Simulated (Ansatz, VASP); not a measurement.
# V3HgN in two plane-wave programs

One calculation is typed for both programs; each brings its own data sets and cutoff. How far apart do they land? The cell is invented: As first built, before any earlier steps moved the atoms (in the runner's words): it takes the Mn3HgN structure with some of its atoms replaced by other elements, volume scaled by an estimate. It may not be a known or stable phase. The cell is taken from a series of VASP runs on this material, whose earlier steps may have relaxed, scaled or displaced it; both programs get it as it stands.

Calculated with Ansatz 0.2.0; plane waves, with VASP 6.6.1 beside it; relaxation of cell and atoms at PBE.

### Step 1. The structure

Symmetry: Pm-3m, No. 221, cubic system. The conventional cell has a = 4.017 Å, b = 4.017 Å, c = 4.017 Å, α = 90.00°, β = 90.00°, γ = 90.00°. Nearest to Hg lie 12 V at 2.84 Å. Nearest to V lie 2 N at 2.01 Å. Nearest to N lie 6 V at 2.01 Å. As first built, before any earlier steps moved the atoms (in the runner's words): sites of the Mn3HgN structure (space group 221) filled with other elements, volume scaled by an estimate. Farther neighbours and most contacts between anions are not listed.

### Step 2. Ansatz: relaxation of cell and atoms, PBE

Ansatz runs on its default PAW (the set named soft_2) files.

The relaxed volume is the usual yardstick between codes: its relative difference is about their pressure difference at one cell divided by the bulk modulus.

Input file input.yaml:

```yaml
crystal:
  lattice:
    - [4.0169311694, 0.0, 0.0]
    - [0.0, 4.0169311694, 0.0]
    - [0.0, 0.0, 4.0169311694]
  atoms:
    - { symbol: Hg, position: [0.5, 0.5, 0.5] }
    - { symbol: V, position: [0.5, 0.0, 0.0], spin: 2.0 }
    - { symbol: V, position: [0.0, 0.5, 0.0], spin: 2.0 }
    - { symbol: V, position: [0.0, 0.0, 0.5], spin: 2.0 }
    - { symbol: "N", position: [0.0, 0.0, 0.0] }
hamiltonian:
  xc: pbe
  pseudopotentials: { kind: paw }
magnetization:
  spin_polarized: true
kpoints:
  mp_grid: { grid: [7, 7, 7] }
scf:
  occupations: { method: fermi_dirac, width: 0.05 }
relax:
  f_tol: 0.01
  max_steps: 60
  cell: { stress_tol: 0.05 }
output:
  forces: true
  stress: true
```

Command:

```sh
$ ansatz run input.yaml --threads 4 --pin off --max-ram 9216MiB --backend cpu --events-out ev --progress --plain --runs-dir out
```

Numbers of over 12 decimals in the logs are rounded to 6 here.

What it wrote:

```text
Engine: ansatz 0.2.0, x86_64-unknown-linux-gnu
Pseudopotentials: kind: paw
Pseudopotential: Hg, paw, valence charge 20, recommended cutoff 420 eV (normal), Hg.paw.azcp
Pseudopotential: V, paw, valence charge 13, recommended cutoff 420 eV (normal), V.paw.azcp
Pseudopotential: N, paw, valence charge 5, recommended cutoff 420 eV (normal), N.paw.azcp
Functional definition: PBE
  parameter kappa = 0.804
  parameter beta = 0.066725
  exchange = pbe_x(kappa = kappa, mu = beta*pi^2/3)
  correlation = pbe_c(beta = beta)
Crystal: 5 atoms, lattice volume = 64.816 Å³
Basis set: ecut = 420 eV, 1309 PW (Γ), exchange–correlation on 54×54×54 points (8 copies of the dense FFT grid, shifted against one another)
Bands: 42, of which v1, the nominal top of the filled ones, is band 32 counted from 1 (31 counted from 0)
Symmetry: 48 space group operations
Space group: Pm-3m (ITA 221), of the structure as read, at distance tolerance 4.0e-5 Å
Magnetic group: BNS 221.92 (UNI 1594), of the structure as read, at distance tolerance 4.0e-5 Å
k-points: 20 of 343
Non-local potential: Hg, projectors of the file, l = 0: 3, l = 1: 2, l = 2: 2, l = 3: 1
Non-local potential: V, projectors of the file, l = 0: 3, l = 1: 2, l = 2: 3, l = 3: 1
Non-local potential: N, projectors of the file, l = 0: 2, l = 1: 2, l = 2: 1
PAW form: soft (Blöchl's): semilocal exchange-correlation on the pseudo side does not see the compensation charge
PAW one-centre angular grid: Hg, 590 points (default); XC on 64 Gauss nodes
PAW one-centre angular grid: V, 590 points (default); XC on 64 Gauss nodes
PAW one-centre angular grid: N, 110 points (default); XC on 64 Gauss nodes
Initial density: superposition of atomic densities (chi_scale 0.1, normalization cell, long waves kept (reshape's long-wave potential 0.01 eV rms))
Starting moments: Σ|m| = 6 μB on 3 of 5 sites
Initial wavefunctions: pseudopotential atomic-orbital guess
Functional: x = pbe(κ = 0.804, μ = 0.219515), c = pbe(β = 0.066725)
SCF iter   1: F=—  HF=-22935.448590 eV  |F-HF|=—  |Δ(HF+E_count)|=         —  Δρ=4.51e-2 (↑4.51e-2 ↓3.92e-2)  dr2=3.13e0  dr2_m=6.01e-1  M=4.436 μB ∫|m|=4.620 μB  β_m=0.30  ethr=3.10e-3  ⟨swp⟩=4.2  Hψ=5008  notcnv=0
Mixer restart at iter 1: flushing history
preconditioner: auto → Kerker (q_TF=auto, 2.723 Å⁻¹)  [metal: Δε(μ)=0.046 eV  Ē_g=7.976 eV  σ=0.050 eV  W_gap=0.22  n_scr=26 (ndim 8)  ℏωp=26.1 eV  f_vac=0.000  D(μ)=3.49/eV (n_scr^D=26)]
spin=Collinear: Kerker preconditioning applied to the charge; magnetization (m = ρ↑ − ρ↓) channel mixes plain (no charge-response kernel on spin).
SCF iter   2: F=—  HF=-22935.385485 eV  |F-HF|=—  |Δ(HF+E_count)|=   6.31e-2  Δρ=2.96e-2 (↑2.95e-2 ↓2.96e-2)  dr2=1.26e0  dr2_m=3.54e-1  M=4.294 μB ∫|m|=4.492 μB  β_m=0.56  ethr=3.10e-3  ⟨swp⟩=2.0  Hψ=2308  notcnv=0  defer=44
SCF iter   3: F=—  HF=-22936.349286 eV  |F-HF|=—  |Δ(HF+E_count)|=   9.64e-1  Δρ=1.40e-2 (↑1.21e-2 ↓1.40e-2)  dr2=1.45e-1  dr2_m=8.16e-2  M=3.852 μB ∫|m|=4.053 μB  β_m=0.78  ethr=1.96e-3  ⟨swp⟩=2.1  Hψ=2687  notcnv=0  defer=44
SCF iter   4: F=—  HF=-22936.875686 eV  |F-HF|=—  |Δ(HF+E_count)|=         —  Δρ=4.00e-2 (↑4.00e-2 ↓3.94e-2)  dr2=2.58e-2  dr2_m=9.26e-1  M=1.598 μB ∫|m|=1.762 μB  β_m=1.00  ethr=2.26e-4  ⟨swp⟩=2.3  Hψ=2965  notcnv=0  defer=37
Mixer restart at iter 4: flushing history
SCF iter   5: F=—  HF=-22936.687955 eV  |F-HF|=—  |Δ(HF+E_count)|=   1.88e-1  Δρ=1.28e-2 (↑1.28e-2 ↓9.69e-3)  dr2=1.40e-2  dr2_m=7.25e-2  M=1.105 μB ∫|m|=1.178 μB  β_m=0.78  ethr=7.81e-5  ⟨swp⟩=2.0  Hψ=2981  notcnv=0  defer=37
SCF iter   6: F=—  HF=-22936.699286 eV  |F-HF|=—  |Δ(HF+E_count)|=   1.13e-2  Δρ=9.21e-3 (↑8.28e-3 ↓9.21e-3)  dr2=1.99e-3  dr2_m=4.49e-2  M=0.791 μB ∫|m|=0.841 μB  β_m=0.70  ethr=2.19e-5  ⟨swp⟩=2.5  Hψ=3380  notcnv=0  defer=47
SCF iter   7: F=—  HF=-22936.704997 eV  |F-HF|=—  |Δ(HF+E_count)|=   5.71e-3  Δρ=6.57e-3 (↑6.57e-3 ↓4.54e-3)  dr2=5.28e-3  dr2_m=1.74e-2  M=0.398 μB ∫|m|=0.425 μB  β_m=0.37  ethr=3.11e-6  ⟨swp⟩=2.4  Hψ=3303  notcnv=0  defer=48
SCF iter   8: F=—  HF=-22936.704656 eV  |F-HF|=—  |Δ(HF+E_count)|=   3.40e-4  Δρ=2.86e-3 (↑2.47e-3 ↓2.86e-3)  dr2=1.84e-4  dr2_m=4.20e-3  M=0.181 μB ∫|m|=0.191 μB  β_m=0.81  ethr=3.11e-6  ⟨swp⟩=2.1  Hψ=3284  notcnv=0  defer=48
SCF iter   9: F=—  HF=-22936.704551 eV  |F-HF|=—  |Δ(HF+E_count)|=   1.05e-4  Δρ=2.62e-4 (↑2.20e-4 ↓2.62e-4)  dr2=5.43e-5  dr2_m=1.33e-5  M=0.005 μB ∫|m|=0.007 μB  β_m=0.91  ethr=2.87e-7  ⟨swp⟩=2.5  Hψ=3078  notcnv=0  defer=48
SCF iter  10: F=—  HF=-22936.705088 eV  |F-HF|=—  |Δ(HF+E_count)|=   5.37e-4  Δρ=9.22e-5 (↑9.22e-5 ↓8.19e-5)  dr2=8.30e-6  dr2_m=2.69e-6  M=0.004 μB ∫|m|=0.005 μB  β_m=0.95  ethr=8.49e-8  ⟨swp⟩=2.0  Hψ=2794  notcnv=0  defer=48
SCF iter  11: F=—  HF=-22936.705088 eV  |F-HF|=—  |Δ(HF+E_count)|=   5.90e-7  Δρ=2.27e-5 (↑2.27e-5 ↓2.27e-5)  dr2=9.40e-7  dr2_m=8.94e-8  M=-0.000 μB ∫|m|=0.000 μB  β_m=0.95  ethr=1.30e-8  ⟨swp⟩=2.0  Hψ=2267  notcnv=0  defer=48
SCF iter  12: F=—  HF=-22936.705088 eV  |F-HF|=—  |Δ(HF+E_count)|=   4.74e-8  Δρ=1.19e-5 (↑1.11e-5 ↓1.19e-5)  dr2=2.52e-7  dr2_m=4.32e-10  M=0.000 μB ∫|m|=0.000 μB  β_m=0.97  ethr=1.47e-9  ⟨swp⟩=2.3  Hψ=2626  notcnv=0  defer=48
SCF iter  13: F=—  HF=-22936.705088 eV  |F-HF|=—  |Δ(HF+E_count)|=   2.96e-8  Δρ=6.80e-6 (↑6.80e-6 ↓6.60e-6)  dr2=3.20e-9  dr2_m=2.47e-8  M=0.000 μB ∫|m|=0.001 μB  β_m=0.99  ethr=3.94e-10  ⟨swp⟩=2.0  Hψ=2639  notcnv=0  defer=48
SCF iter  14: F=—  HF=-22936.705088 eV  |F-HF|=—  |Δ(HF+E_count)|=   4.71e-9  Δρ=7.60e-7 (↑4.80e-7 ↓7.60e-7)  dr2=9.58e-10  dr2_m=3.81e-11  M=-0.000 μB ∫|m|=0.000 μB  β_m=0.99  ethr=5.01e-12  ⟨swp⟩=2.1  Hψ=2978  notcnv=0  defer=48
SCF iter  15: F=-22936.705088 eV  HF=-22936.705088 eV  |F-HF|=1.09e-11  |Δ(HF+E_count)|=  2.55e-11  Δρ=9.78e-8 (↑9.78e-8 ↓9.36e-8)  dr2=9.58e-12  dr2_m=2.82e-12  M=-0.000 μB ∫|m|=0.000 μB  ethr=1.50e-12  ⟨swp⟩=1.0  Hψ=4059  notcnv=0
WARN: the starting moments were not kept: the SCF closed with an absolute magnetisation of 1.3e-5 μB, where they sum to 6 μB in size (3 sites). That is at most 0.1 of that sum. Measured as dr2_m measures the in/out step, that magnetisation stands 3.7e-11 eV from none, at or under the dr2_threshold of 1.0e-7 eV: it is no larger than a step whose dr2_m would equal this threshold. The system may hold no moment; this SCF [...]
SCF 1 converged in 15 iterations: F = -22936.705088 eV  dr2 = 9.58e-12
  greatest PAW one-centre occupation: 1.000 electrons in one spin orbital (limit 2), on the Hg atom at site 0 (counted from 0), in its partial waves of l = 0
relax step   1: F+E_penalty+E_count = -22936.70508767 eV  Δ(F+E_penalty+E_count) = +0.000e0 eV  max|allowed force component| = 8.951e-29 eV/Å  Δτ_max = 0.0000 Å  P = -0.822 GPa  Ω = 64.816 Å³  (15 SCF iters, dr2 threshold 1.00e-7 eV, accepted)
[...]
relax step   2: F+E_penalty+E_count = -22936.70614032 eV  Δ(F+E_penalty+E_count) = -1.053e-3 eV  max|allowed force component| = 1.294e-29 eV/Å  Δτ_max = 0.0000 Å  P = +0.016 GPa  Ω = 64.547 Å³  energy of the carried Pulay correction = +3.735e-4 eV  (8 SCF iters, dr2 threshold 5.00e-7 eV, accepted)
[...]
relax step   3: F+E_penalty+E_count = -22936.70587518 eV  Δ(F+E_penalty+E_count) = +2.651e-4 eV  max|allowed force component| = 7.977e-30 eV/Å  Δτ_max = 0.0000 Å  P = +0.008 GPa  Ω = 64.547 Å³  stress off target by 8.14e-3 GPa  SCF on the basis re-selected at this cell (its energy is not comparable with the rows above)  (7 SCF iters)
basis re-selected at this cell: Δ(F+E_penalty+E_count) = +2.651e-4 eV, ΔP = -0.008 GPa vs the last step (what re-selecting the basis moved, of the pressure what is left beyond the Pulay correction that the steps carried, after the strain that the cell walked since its last selection, with what the two solves' SCF thresholds leave and, on support functions, any second-order correction that the steps lacked; it is no m [...]
SCF converged after 7 iterations
Magnetization: 0.0000 μB (32.0000 up, 32.0000 down)
Absolute magnetization: 0.0000 μB (∫|ρ↑−ρ↓|, with the PAW one-centre terms)
Spin contamination: 0.0000 ħ² per cell (⟨S²⟩ above its minimum at these occupations)
Per-site moments (μB) at R_I (Å): [(1.966515315960653e-8, 1.170042), (7.920973064196377e-7, 0.827345), (7.920973061905399e-7, 0.827345), (7.920973065500961e-7, 0.827345), (-1.2515637312646418e-8, 0.827345)]
Free energy (F): -22936.705875 eV
Harris-Foulkes:  -22936.705875 eV  (|F-HF|=3.64e-12)
Internal energy: -22936.652806 eV  (E = F + TS)
E sigma→0 (E₀):  -22936.679341 eV
Entropy (-TS):   -0.053069 eV (-10.614 meV/atom)
Fermi energy:    17.880907 eV
--- Per-component energies (eV) ---
  E_band       = -723.530772
  E_kinetic    = 1746.047148
  E_local      = -5012.210801  (includes V_loc(G=0)·N_el)
  E_nonlocal   = -22.928894
  E_hartree    = 2226.854314
  E_xc         = -674.389800
  E_vxc        = -838.488444  (∫ρ·V_xc dr)
  E_paw        = -13407.537224  (= ΣΔE_a)
  E_vpaw       = -1049.660458  (= ΣTr[D̂ρ^β])
  E_aug_tail   = 0.001935  (compensation charges beyond the density's cutoff)
  E_ewald      = -7792.489484
  E_smearing   = -0.053069  (= −TS)
  E_closure    = 0.000000  (closes the sum)
  Σ components = -22936.705875   (vs F -22936.705875, Δ=0.00e0)
--- Forces (eV/Å), atoms counted from 1 ---
  atom   1  Hg     0.00000000     0.00000000    -0.00000000
  atom   2  V     -0.00000000    -0.00000000     0.00000000
  atom   3  V     -0.00000000    -0.00000000    -0.00000000
  atom   4  V     -0.00000000     0.00000000    -0.00000000
  atom   5  N      0.00000000    -0.00000000    -0.00000000
  max |Σ_I F_I| component: 1.69e-29 eV/Å
--- Stress (GPa, compression-positive) ---
        0.008135      -0.000000      -0.000000
       -0.000000       0.008135      -0.000000
       -0.000000      -0.000000       0.008135
  P = ⅓ Tr σ = 0.0081 GPa (0.081 kbar)
--- Relaxed structure (2 steps of the walk, 2 accepted, 1 SCFs on fresh bases) ---
  F+E_penalty+E_count = -22936.70587518 eV   max|allowed force component| = 7.977e-30 eV/Å   (the final SCF, on the basis selected at the relaxed cell)
  cell:  # Å, volume = 64.5473 Å³
    - [4.011369, 0, 0]
    - [0, 4.011369, 0.0]
    - [0, 0.0, 4.011369]
  atoms:
    - { symbol: Hg, position: [0.5, 0.5, 0.5] }
    - { symbol: V, position: [0.5, 0, 0] }
    - { symbol: V, position: [0, 0.5, 0] }
    - { symbol: V, position: [0, 0, 0.5] }
    - { symbol: N, position: [0, 0, 0] }
```

It took 3.6 s on 4 threads of Intel Xeon 6975P-C (Granite Rapids), shared host; peak memory 0.53 GiB.

(Part 1 of 2 ends here.)

[Lines on the potential files, build, host, timing and source positions are cut from VASP's logs without a mark.]

[Logs are printed without paths, hosts, clocks, repeated set-up lines and the standing remarks that a program may print on its own settings, such as how far it seeks lower states.]

[Hosts, paths, dates, database ids (printed as entryN), source tags and the programs' standing remarks are cut or masked in the printed files.]
